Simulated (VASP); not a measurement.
VASP ran on this input.

### KPOINTS
```
Automatic mesh
0
Gamma
 3 3 3
```

POSCAR:
```
Ag2HgI4
1
   -3.2554570000     3.2554570000     6.4196240000
    3.2554570000    -3.2554570000     6.4196240000
    3.2554570000     3.2554570000    -6.4196240000
Ag Hg I
2 1 4
Direct
  0.7500000000   0.2500000000   0.5000000000
  0.2500000000   0.7500000000   0.5000000000
  0.5000000000   0.5000000000   0.0000000000
  0.3554300000   0.8823300000   0.0000000000
  0.1176700000   0.1176700000   0.4731000000
  0.8823300000   0.3554300000   0.0000000000
  0.6445700000   0.6445700000   0.5269000000
```

### INCAR
```
SYSTEM = Ag2HgI4
PREC = Accurate
ENCUT = 300
EDIFF = 1E-6
NELM = 100
ALGO = Normal
LREAL = .FALSE.
LASPH = .TRUE.
ISMEAR = -1
SIGMA = 0.05
LMAXMIX = 6
LWAVE = .FALSE.
LCHARG = .FALSE.
ISIF = 2
```

POTCAR, in this order: Ag Hg I (LDA.64 set). Program: vasp_std.

Translate this LDA calculation to Ansatz.

One equivalent input (not run):
Ansatz 0.2 input:
```yaml
crystal:
  lattice:
    - [-3.2554570, 3.2554570, 6.4196240]
    - [3.2554570, -3.2554570, 6.4196240]
    - [3.2554570, 3.2554570, -6.4196240]
  atoms:
    - { symbol: Ag, position: [0.7500000, 0.2500000, 0.5000000] }
    - { symbol: Ag, position: [0.2500000, 0.7500000, 0.5000000] }
    - { symbol: Hg, position: [0.5000000, 0.5000000, 0.0000000] }
    - { symbol: I, position: [0.3554300, 0.8823300, 0.0000000] }
    - { symbol: I, position: [0.1176700, 0.1176700, 0.4731000] }
    - { symbol: I, position: [0.8823300, 0.3554300, 0.0000000] }
    - { symbol: I, position: [0.6445700, 0.6445700, 0.5269000] }
kpoints:
  mp_grid: { grid: [3, 3, 3] }
hamiltonian:
  xc: lda
  pseudopotentials: { kind: paw }
scf:
  occupations: { method: fermi_dirac, width: 0.05 }
  max_iter: 100
output: { forces: true, stress: true, eigenvalues: true }
```
The two are equivalent in intent, not identical: each code has its own PAW files, so the cut-off isn't converted (ENCUT is set for VASP's; basis.ecutwfc is left out, and Ansatz then takes the one that its files recommend); Ansatz stops its SCF on the density residual and VASP on the energy change (EDIFF); Ansatz's lda is the Perdew-Wang form, while the LDA potentials of VASP carry Perdew-Zunger's.

The structure comes from a computed database's Ag2HgI4 entry (I-42m); how it stands against other phases isn't given here. The cell was not relaxed at this level. The k-mesh is coarse (spacing up to 0.45 per Å, 2π included), so the numbers may not be converged in it.
